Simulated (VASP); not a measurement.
Here is the system:

```
Na2S
1.0
    0.00000     3.33540     3.33540
    3.33540     0.00000     3.33540
    3.33540     3.33540     0.00000
Na S
2 1
Cartesian
  1.66770   1.66770   1.66770
  5.00310   5.00310   5.00310
  0.00000   0.00000   0.00000
```

Calculation: PBE GGA, VASP's PBE PAW potentials (set 64) (plane waves; VASP). Run with 400 eV cut-off, 5×5×5 Γ-centred mesh, first-order Methfessel-Paxton smearing of 0.10 eV, potentials Na_pv S.

Problem. Give the stress tensor in GPa (positive for a compressed cell).

Solution. 
```
-1.34   0.00   0.00
 0.00  -1.34   0.00
 0.00   0.00  -1.34
```
The pressure is its mean diagonal, -1.34 GPa.

The compound is Na2S in the antifluorite structure. The cell was not relaxed at this level. The run is one of a series of settings (ISMEAR = 1, SIGMA = 0.1 against the base run), some of them coarse on purpose.
